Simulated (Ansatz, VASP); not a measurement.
# V2O5: VASP beside Ansatz, part 2 of 2

Aim: how closely do two programs agree when they are given the same cell, functional and k mesh? The cell is taken from a series of runs on this material, whose earlier steps may have relaxed, scaled, displaced or heated it; both programs get it as it stands.

VASP 6.6.1 and Ansatz 0.2.0.

So far: The structure; VASP: single point, PBEsol.

### 3. Ansatz: single point, PBEsol

Level of this step: Ansatz beside VASP: Kohn-Sham DFT, plane waves, PBEsol (Ansatz).

Ansatz runs on its default PAW (the set named soft_2) files.

The same cell, functional, mesh and smearing now go to Ansatz, which takes its cutoff from its data sets.

Contents of input.yaml:

```yaml
crystal:
  lattice:
    - [6.025601, -2.362139, 0.0]
    - [6.025601, 2.362139, 0.0]
    - [-1.272127, 0.0, 5.240246]
  atoms:
    - { symbol: V, position: [0.902612, 0.383142, 0.247337] }
    - { symbol: V, position: [0.383142, 0.902612, 0.747337] }
    - { symbol: V, position: [0.097388, 0.616858, 0.752663] }
    - { symbol: V, position: [0.616858, 0.097388, 0.252663] }
    - { symbol: O, position: [0.114771, 0.885229, 0.75] }
    - { symbol: O, position: [0.885229, 0.114771, 0.25] }
    - { symbol: O, position: [0.726377, 0.866745, 0.868417] }
    - { symbol: O, position: [0.866745, 0.726377, 0.368417] }
    - { symbol: O, position: [0.273623, 0.133255, 0.131583] }
    - { symbol: O, position: [0.133255, 0.273623, 0.631583] }
    - { symbol: O, position: [0.670132, 0.549787, 0.982447] }
    - { symbol: O, position: [0.450213, 0.329868, 0.517553] }
    - { symbol: O, position: [0.549787, 0.670132, 0.482447] }
    - { symbol: O, position: [0.329868, 0.450213, 0.017553] }
kpoints:
  mp_grid: { grid: [4, 4, 3] }
scf:
  occupations: { method: fermi_dirac, width: 0.02 }
hamiltonian:
  xc: pbesol
output:
  forces: true
  stress: true
  efg: { quadrupole_moments_barn: { V: -0.052, O: -0.02558 } }
```

Launch:

```sh
$ ansatz run input.yaml --threads 4 --pin off --max-ram 8192MiB --backend cpu --events-out ev --progress --plain --runs-dir out
```

Numbers of over 12 decimals in the logs are rounded to 6 here.

Output:

```text
Engine: ansatz 0.2.0, aarch64-unknown-linux-gnu
Pseudopotentials: kind: paw
Pseudopotential: V, paw, valence charge 13, recommended cutoff 420 eV (normal), V.paw.azcp
Pseudopotential: O, paw, valence charge 6, recommended cutoff 420 eV (normal), O.paw.azcp
Functional definition: PBEsol
  exchange = pbesol_x
  correlation = pbesol_c
Crystal: 14 atoms, lattice volume = 149.172 Å³
Basis set: ecut = 420 eV, 2893 PW (Γ), exchange–correlation on 90×90×80 points (8 copies of the dense FFT grid, shifted against one another)
Bands: 70, of which v1, the nominal top of the filled ones, is band 56 counted from 1 (55 counted from 0)
Symmetry: 4 space group operations
Space group: C2/c (ITA 15), of the structure as read, at distance tolerance 5.3e-5 Å
k-points: 17 of 48
Non-local potential: V, projectors of the file, l = 0: 3, l = 1: 2, l = 2: 3, l = 3: 1
Non-local potential: O, projectors of the file, l = 0: 2, l = 1: 2, l = 2: 1
PAW form: soft (Blöchl's): semilocal exchange-correlation on the pseudo side does not see the compensation charge
PAW frozen core: V, regenerated for the run's functional, and the local potential with it (the file was generated under x = pbe(κ = 0.804, μ = 0.219515), c = pbe(β = 0.066725))
PAW frozen core: O, regenerated for the run's functional, and the local potential with it (the file was generated under x = pbe(κ = 0.804, μ = 0.219515), c = pbe(β = 0.066725))
PAW one-centre angular grid: V, 590 points (default); XC on 64 Gauss nodes
PAW one-centre angular grid: O, 110 points (default); XC on 64 Gauss nodes
Initial density: superposition of atomic densities (neutral atoms: chi_scale 0, normalization atom), corrected by the library's trained network
Initial wavefunctions: pseudopotential atomic-orbital guess
Functional: x = pbesol(κ = 0.804, μ = 0.123457), c = pbesol(β = 0.046)
SCF iter   1: F=—  HF=-17155.803850 eV  |F-HF|=—  |Δ(HF+E_count)|=         —  Δρ=1.86e-2  dr2=4.27e-1  ethr=1.77e-3  ⟨swp⟩=5.5  Hψ=3915  notcnv=0  defer=15
preconditioner: auto → Resta (q_TF=auto, 2.601 Å⁻¹)  ε∞=10.3  [insulator: Δε(μ)=1.111 eV  Ē_g=8.923 eV  σ=0.020 eV  W_gap=1.00  n_scr=40 (ndim 8)  ℏωp=27.2 eV  f_vac=0.047  D(μ)=0.00/eV (n_scr^D=0)  ε∞_Penn≈10.3]
SCF iter   2: F=—  HF=-17155.785329 eV  |F-HF|=—  |Δ(HF+E_count)|=   1.85e-2  Δρ=1.87e-2  dr2=5.47e-1  ethr=3.82e-4  ⟨swp⟩=2.1  Hψ=1993  notcnv=0  defer=136
SCF iter   3: F=—  HF=-17155.728822 eV  |F-HF|=—  |Δ(HF+E_count)|=   5.65e-2  Δρ=4.94e-3  dr2=2.77e-2  ethr=3.82e-4  ⟨swp⟩=2.0  Hψ=1666  notcnv=0  defer=136
SCF iter   4: F=—  HF=-17155.723236 eV  |F-HF|=—  |Δ(HF+E_count)|=   5.59e-3  Δρ=1.33e-3  dr2=2.61e-3  ethr=2.47e-5  ⟨swp⟩=2.0  Hψ=1742  notcnv=0  defer=51
automatic band count: iteration 4 solves 65 bands in place of 70: the levels show a gap, and the empty bands left out lie too high to hold charge; the band table lists the bands solved (type scf.n_extra_bands for more)
SCF iter   5: F=—  HF=-17155.723077 eV  |F-HF|=—  |Δ(HF+E_count)|=   1.60e-4  Δρ=7.30e-4  dr2=5.17e-4  ethr=2.33e-6  ⟨swp⟩=2.0  Hψ=1513  notcnv=0  defer=51
SCF iter   6: F=—  HF=-17155.723126 eV  |F-HF|=—  |Δ(HF+E_count)|=   4.92e-5  Δρ=1.72e-4  dr2=4.83e-5  ethr=4.62e-7  ⟨swp⟩=2.0  Hψ=1593  notcnv=0  defer=51
SCF iter   7: F=—  HF=-17155.723069 eV  |F-HF|=—  |Δ(HF+E_count)|=   5.71e-5  Δρ=1.55e-4  dr2=3.26e-5  ethr=4.31e-8  ⟨swp⟩=2.0  Hψ=1666  notcnv=0  defer=51
SCF iter   8: F=—  HF=-17155.723066 eV  |F-HF|=—  |Δ(HF+E_count)|=   2.90e-6  Δρ=3.23e-5  dr2=2.01e-6  ethr=2.91e-8  ⟨swp⟩=2.0  Hψ=1564  notcnv=0  defer=51
SCF iter   9: F=—  HF=-17155.723067 eV  |F-HF|=—  |Δ(HF+E_count)|=   6.18e-7  Δρ=2.49e-5  dr2=1.15e-6  ethr=1.80e-9  ⟨swp⟩=2.0  Hψ=1530  notcnv=0  defer=51
SCF iter  10: F=-17155.723067 eV  HF=-17155.723067 eV  |F-HF|=1.57e-8  |Δ(HF+E_count)|=   7.87e-8  Δρ=4.48e-6  dr2=3.36e-8  ethr=8.93e-11  ⟨swp⟩=3.0  Hψ=4230  notcnv=0
SCF 1 converged in 10 iterations: F = -17155.723067 eV  dr2 = 3.36e-8
  greatest PAW one-centre occupation: 1.000 electrons in one spin orbital (limit 2), on the V atom at site 3 (counted from 0), in its partial waves of l = 0
SCF converged after 10 iterations
Free energy (F): -17155.723067 eV
Harris-Foulkes:  -17155.723067 eV  (|F-HF|=1.57e-8)
Internal energy: -17155.723067 eV  (E = F + TS)
E sigma→0 (E₀):  -17155.723067 eV
Fermi energy:    7.536440 eV
--- Per-component energies (eV) ---
  E_band       = -1152.103671
  E_kinetic    = 3064.015430
  E_local      = -8736.564664  (includes V_loc(G=0)·N_el)
  E_nonlocal   = 278.972064
  E_hartree    = 3468.735845
  E_xc         = -1237.671548
  E_vxc        = -1582.511648  (∫ρ·V_xc dr)
  E_paw        = -5847.462242  (= ΣΔE_a)
  E_vpaw       = -1113.502573  (= ΣTr[D̂ρ^β])
  E_aug_tail   = 0.025051  (compensation charges beyond the density's cutoff)
  E_ewald      = -8146.724599
  E_core_change = 0.951595  (= ΣΔE_core)
  E_smearing   = -0.000000  (= −TS)
  E_closure    = -0.000000  (closes the sum)
  Σ components = -17155.723067   (vs F -17155.723067, Δ=0.00e0)
--- Forces (eV/Å), atoms counted from 1 ---
  atom   1  V     -0.51745529     0.19746768    -1.14939181
  atom   2  V     -0.51745529    -0.19746768    -1.14939181
  atom   3  V      0.51745529    -0.19746768     1.14939181
  atom   4  V      0.51745529     0.19746768     1.14939181
  atom   5  O      0.00000000    -0.64955284     0.00000000
  atom   6  O     -0.00000000     0.64955284    -0.00000000
  atom   7  O     -0.03018948    -0.34661505    -0.18938448
  atom   8  O     -0.03018948     0.34661505    -0.18938448
  atom   9  O      0.03018948     0.34661505     0.18938448
  atom  10  O      0.03018948    -0.34661505     0.18938448
  atom  11  O      0.24379150    -0.54320238     1.11774814
  atom  12  O     -0.24379150    -0.54320238    -1.11774814
  atom  13  O      0.24379150     0.54320238     1.11774814
  atom  14  O     -0.24379150     0.54320238    -1.11774814
  max |Σ_I F_I| component: 6.66e-16 eV/Å
--- Stress (GPa, compression-positive) ---
      -12.755548       0.000000       0.262995
        0.000000     -12.113005       0.000000
        0.262996       0.000000     -13.103420
  P = ⅓ Tr σ = -12.6573 GPa (-126.573 kbar)
--- PAW observables at the nuclei: V_zz in 10²¹ V/m², potentials from the cell's mean, atoms counted from 1 ---
  atom   1  V  V_zz =    +3.838213   η = 0.5546   by run symmetry: allowed   C_q = -4.8260 MHz
            electrostatic potential = -2686.970034 V   contact ρ = none
  atom   2  V  V_zz =    +3.838213   η = 0.5546   by run symmetry: allowed   C_q = -4.8260 MHz
            electrostatic potential = -2686.970034 V   contact ρ = none
  atom   3  V  V_zz =    +3.838213   η = 0.5546   by run symmetry: allowed   C_q = -4.8260 MHz
            electrostatic potential = -2686.970034 V   contact ρ = none
  atom   4  V  V_zz =    +3.838213   η = 0.5546   by run symmetry: allowed   C_q = -4.8260 MHz
            electrostatic potential = -2686.970034 V   contact ρ = none
  atom   5  O  V_zz =    +3.454260   η = 0.9376   by run symmetry: allowed   C_q = -2.1365 MHz
            electrostatic potential = -622.026566 V   contact ρ = none
  atom   6  O  V_zz =    +3.454260   η = 0.9376   by run symmetry: allowed   C_q = -2.1365 MHz
            electrostatic potential = -622.026566 V   contact ρ = none
  atom   7  O  V_zz =    -4.413819   η = 0.4478   by run symmetry: allowed   C_q = +2.7300 MHz
            electrostatic potential = -621.956229 V   contact ρ = none
  atom   8  O  V_zz =    -4.413819   η = 0.4478   by run symmetry: allowed   C_q = +2.7300 MHz
            electrostatic potential = -621.956229 V   contact ρ = none
  atom   9  O  V_zz =    -4.413819   η = 0.4478   by run symmetry: allowed   C_q = +2.7300 MHz
            electrostatic potential = -621.956229 V   contact ρ = none
  atom  10  O  V_zz =    -4.413819   η = 0.4478   by run symmetry: allowed   C_q = +2.7300 MHz
            electrostatic potential = -621.956229 V   contact ρ = none
  atom  11  O  V_zz =    +1.558253   η = 0.7426   by run symmetry: allowed   C_q = -0.9638 MHz
            electrostatic potential = -621.823135 V   contact ρ = none
  atom  12  O  V_zz =    +1.558253   η = 0.7426   by run symmetry: allowed   C_q = -0.9638 MHz
            electrostatic potential = -621.823135 V   contact ρ = none
  atom  13  O  V_zz =    +1.558253   η = 0.7426   by run symmetry: allowed   C_q = -0.9638 MHz
            electrostatic potential = -621.823135 V   contact ρ = none
  atom  14  O  V_zz =    +1.558253   η = 0.7426   by run symmetry: allowed   C_q = -0.9638 MHz
            electrostatic potential = -621.823135 V   contact ρ = none
```

In the SCF lines HF is the Harris–Foulkes energy and dr2 the Hartree energy of the density residual, in eV; the loop may stop once dr2 is under the threshold and the program's other checks hold. Hψ counts applications of the Hamiltonian.

The run ends at a pressure of -12.66 GPa, with forces up to 1.3 eV/Å.

### 4. Comparison

Known differences besides the potentials themselves: the cutoff is 420 eV in Ansatz and 520 eV in VASP; Ansatz makes its cores anew for this functional, VASP keeps those of its PBE data sets; VASP leaves aspherical gradient terms in its spheres out (LASPH is not set), Ansatz keeps them. Total energies have different zeros and are not compared.

Compared:

```tsv
quantity	Ansatz	VASP	difference
pressure (GPa)	-12.66	-11.87	-0.79
gap on the k mesh (eV)	1.212	1.193	+0.020
```

Forces on 8 of the 14 atoms, those with the largest forces and the largest differences (eV/Å; atoms numbered as in POSCAR):

```tsv
atom	Ansatz x, y, z	VASP x, y, z
V1	-0.517, 0.197, -1.149	-0.501, 0.154, -0.969
V2	-0.517, -0.197, -1.149	-0.501, -0.154, -0.969
V3	0.517, -0.197, 1.149	0.501, -0.154, 0.969
V4	0.517, 0.197, 1.149	0.501, 0.154, 0.969
O11	0.244, -0.543, 1.118	0.237, -0.438, 0.960
O12	-0.244, -0.543, -1.118	-0.237, -0.438, -0.960
O13	0.244, 0.543, 1.118	0.237, 0.438, 0.960
O14	-0.244, 0.543, -1.118	-0.237, 0.438, -0.960
```

The forces differ by 85 meV/Å r.m.s., which is 16.8 % of the r.m.s. force of 0.51 eV/Å (both taken over all components). A gap on the mesh is an upper bound, since the band edges may lie between its points.

### 5. What the set-up changes

Further runs change the set-up of one program: Ansatz's method, potentials or start, or VASP's data sets, cutoff or form of LDA. The table gives Ansatz less VASP for each quantity, since a change that brings one quantity closer may part another.

```tsv
run	r.m.s. force difference (meV/Å)	pressure (GPa)	gap on the k mesh (eV)
as above	85	-0.79	0.020
VASP with the data sets V_sv_GW and O_GW and a cutoff of 670 eV	24	0.50	0.0060
VASP with the data sets V_sv and O_h and a cutoff of 1230 eV	45	-0.44	0.015
```

### 6. Outcome

* r.m.s. force difference (single point, PBEsol): 17 % of the r.m.s. force
* difference in pressure (single point, PBEsol): -0.79 GPa

The r.m.s. force difference is 17 % of the r.m.s. force (single point, PBEsol), beyond the 3 % picked in this series as the mark of a large difference. Single point, PBEsol, VASP with the data sets V_sv_GW and O_GW and a cutoff of 670 eV: r.m.s. force difference goes from 85 to 24 meV/Å; the difference in pressure goes from -0.79 to 0.50 GPa; the difference in gap on the k mesh goes from 0.020 to 0.0060 eV. Single point, PBEsol, VASP with the data sets V_sv and O_h and a cutoff of 1230 eV: r.m.s. force difference goes from 85 to 45 meV/Å; the difference in pressure goes from -0.79 to -0.44 GPa; the difference in gap on the k mesh goes from 0.020 to 0.015 eV. Such differences can come from data sets, numerical settings and the points named under the comparisons, not from the functional's error against experiment.

[Lines on the potential files, build, host, timing and source positions are cut from VASP's logs without a mark.]

[Logs are printed without paths, hosts, clocks, repeated set-up lines and the standing remarks that a program may print on its own settings, such as how far it seeks lower states.]

[Hosts, paths, dates, database ids (printed as entryN), source tags and the programs' standing remarks are cut or masked in the printed files.]
